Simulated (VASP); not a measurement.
OSZICAR of a VASP run on Hf (hcp):

### OSZICAR
```
       N       E                     dE             d eps       ncg     rms          rms(c)
DAV:   1     0.466591277998E+02    0.46659E+02   -0.11747E+04  2360   0.136E+03
DAV:   2    -0.186924823321E+02   -0.65352E+02   -0.64177E+02  2970   0.269E+02
DAV:   3    -0.205764741472E+02   -0.18840E+01   -0.18633E+01  3198   0.302E+01
DAV:   4    -0.205944128089E+02   -0.17939E-01   -0.17909E-01  2754   0.369E+00
DAV:   5    -0.205947173746E+02   -0.30457E-03   -0.30454E-03  3304   0.377E-01    0.636E+01
DAV:   6    -0.200385927091E+02    0.55612E+00   -0.55105E-01  2556   0.565E+00    0.377E+01
DAV:   7    -0.198475534267E+02    0.19104E+00   -0.92493E-01  2560   0.699E+00    0.196E+00
DAV:   8    -0.198363619598E+02    0.11191E-01   -0.63349E-02  2622   0.191E+00    0.396E-01
DAV:   9    -0.198364659619E+02   -0.10400E-03   -0.13217E-03  3336   0.295E-01    0.225E-01
DAV:  10    -0.198364517984E+02    0.14164E-04   -0.56053E-05  2714   0.595E-02    0.251E-01
DAV:  11    -0.198364551628E+02   -0.33645E-05   -0.68162E-06  3144   0.227E-02    0.121E-02
DAV:  12    -0.198364554345E+02   -0.27165E-06   -0.54606E-07  2972   0.560E-03    0.827E-03
DAV:  13    -0.198364552998E+02    0.13473E-06   -0.30784E-08  1998   0.160E-03    0.310E-03
DAV:  14    -0.198364552330E+02    0.66802E-07   -0.48866E-09  1740   0.701E-04
   1 F= -.19836455E+02 E0= -.19836371E+02  d E =-.198365E+02
       N       E                     dE             d eps       ncg     rms          rms(c)
DAV:   1    -0.198369819877E+02   -0.52669E-03   -0.27831E-02  2376   0.139E+00    0.146E-01
DAV:   2    -0.198366774659E+02    0.30452E-03   -0.43821E-04  3120   0.166E-01    0.655E-02
DAV:   3    -0.198365799442E+02    0.97522E-04   -0.11223E-04  3214   0.743E-02    0.562E-02
DAV:   4    -0.198365644190E+02    0.15525E-04   -0.38712E-05  3354   0.445E-02    0.252E-02
DAV:   5    -0.198365646719E+02   -0.25292E-06   -0.23337E-06  2964   0.114E-02    0.173E-03
DAV:   6    -0.198365646834E+02   -0.11520E-07   -0.43999E-08  1746   0.166E-03
   2 F= -.19836565E+02 E0= -.19836520E+02  d E =-.109450E-03
```

Question: Which electronic solver shows in the log?

Answer: It is blocked Davidson (ALGO = Normal, or the opening steps of other solvers). The INCAR had ALGO = Normal.

Question: Can the final energy be trusted as converged?

Answer: Self-consistency was reached. It stopped with EDIFF = 1E-7, NELM = 100, NSW = 30 and EDIFFG = -0.01 after 2 ionic steps (PBE GGA, plane waves, VASP's PBE PAW potentials (set 64)).

The compound is Hf in the hcp structure. This cell is one point of a volume scan, at 1.03 of the reference volume. Symmetry was kept, so distortions that lower it aren't found.
